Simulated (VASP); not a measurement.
Output of a VASP run:

### OSZICAR
```
       N       E                     dE             d eps       ncg     rms          rms(c)
DAV:   1     0.978962982873E+02    0.97896E+02   -0.96832E+03  2040   0.137E+03
DAV:   2    -0.357049451259E+02   -0.13360E+03   -0.12865E+03  2188   0.362E+02
DAV:   3    -0.385629043113E+02   -0.28580E+01   -0.28044E+01  2448   0.533E+01
DAV:   4    -0.385950641114E+02   -0.32160E-01   -0.32143E-01  2420   0.564E+00
DAV:   5    -0.385961178577E+02   -0.10537E-02   -0.10537E-02  2876   0.750E-01    0.162E+01
DAV:   6    -0.333077716317E+02    0.52883E+01   -0.77630E+00  2116   0.371E+01    0.397E+00
DAV:   7    -0.332580037338E+02    0.49768E-01   -0.83771E-01  2152   0.112E+01    0.206E+00
DAV:   8    -0.332797015042E+02   -0.21698E-01   -0.30237E-02  2092   0.217E+00    0.895E-01
DAV:   9    -0.332848607548E+02   -0.51593E-02   -0.28730E-02  2136   0.195E+00    0.453E-01
DAV:  10    -0.332848388933E+02    0.21861E-04   -0.34313E-03  2260   0.720E-01    0.150E-01
DAV:  11    -0.332848635662E+02   -0.24673E-04   -0.43761E-04  2368   0.253E-01    0.276E-02
DAV:  12    -0.332848255505E+02    0.38016E-04   -0.53552E-05  2188   0.918E-02    0.860E-03
DAV:  13    -0.332848002939E+02    0.25257E-04   -0.11998E-05  2428   0.432E-02    0.789E-03
DAV:  14    -0.332848007933E+02   -0.49940E-06   -0.12516E-06  2280   0.145E-02    0.272E-03
DAV:  15    -0.332848006746E+02    0.11868E-06   -0.25624E-07  2192   0.596E-03    0.121E-03
DAV:  16    -0.332848007160E+02   -0.41452E-07   -0.99600E-08  1352   0.402E-03
   1 F= -.33284801E+02 E0= -.33284730E+02  d E =-.211716E-03
```

**OUTCAR**
```
------------------------ aborting loop because EDIFF is reached ----------------------------------------
  FORCE on cell =-STRESS in cart. coord.  units (eV):
  Direction    XX          YY          ZZ          XY          YZ          ZX
  --------------------------------------------------------------------------------------
  Total       -0.0426091     -0.0426091     -0.0426091      0.0000000      0.0000000      0.0000000
  in kB       -2.5844652     -2.5844652     -2.5844652      0.0000000      0.0000000      0.0000000
  external PRESSURE =      -2.5844652 kB  Pullay stress =       0.0000000 kB
  volume of cell :       26.41
      direct lattice vectors                 reciprocal lattice vectors
     2.978155799  0.000000000  0.000000000     0.335778269  0.000000000  0.000000000
     0.000000000  2.978155799  0.000000000     0.000000000  0.335778269  0.000000000
     0.000000000  0.000000000  2.978155799     0.000000000  0.000000000  0.335778269
 POSITION                                       TOTAL-FORCE (eV/Angst)
 -----------------------------------------------------------------------------------
      1.48908      1.48908      1.48908         0.000000      0.000000      0.000000
      0.00000      0.00000      0.00000         0.000000      0.000000      0.000000
 -----------------------------------------------------------------------------------
    total drift:                                0.000000      0.000000      0.000000
  FREE ENERGIE OF THE ION-ELECTRON SYSTEM (eV)
  ---------------------------------------------------
  free  energy   TOTEN  =       -33.2848007160 eV

  energy  without entropy=      -33.2845890004  energy(sigma->0) =      -33.28473014
```
(Selected blocks of OUTCAR.)

**POSCAR**
```
RuAl
1
    2.9781557989     0.0000000000     0.0000000000
    0.0000000000     2.9781557989     0.0000000000
    0.0000000000     0.0000000000     2.9781557989
Al Ru
1 1
Direct
  0.5000000000   0.5000000000   0.5000000000
  0.0000000000   0.0000000000   0.0000000000
```

Question: Write an INCAR and KPOINTS that could have produced this output.

Answer: Several could match; the one computed here: the input of the run itself, r2SCAN+rVV10, plane waves, VASP's PBE PAW potentials (set 64).

### INCAR
```
# general
SYSTEM  =RuAl
PREC    =Accurate
ENCUT   =520   # plane-wave cut-off (eV)
LREAL   =.FALSE.
LASPH   =.TRUE.

# electronic loop
EDIFF   =1E-7   # SCF stop (eV)
NELM    =100   # most electronic steps
ALGO    =Normal
LMAXMIX =4   # l cut-off of mixed one-centre charges
LMIXTAU =.TRUE.

# smearing
ISMEAR  =1   # Methfessel-Paxton
SIGMA   =0.1   # width (eV)

# functional
METAGGA =R2SCAN
LUSE_VDW=.TRUE.
BPARAM  =11.95
CPARAM  =0.0093

# ions
ISIF    =2   # forces and stress, cell fixed

# output
LWAVE   =.FALSE.
LCHARG  =.FALSE.
```

**KPOINTS**
```
Automatic mesh
0
Gamma
12 12 12
0 0 0
```

POTCAR, in this order: Al Ru_pv (PBE.64 set). Program: vasp_std.

The compound is RuAl in the CsCl type structure. It was relaxed first. The electron count is odd and the run is not spin-polarised, which forces a metal.
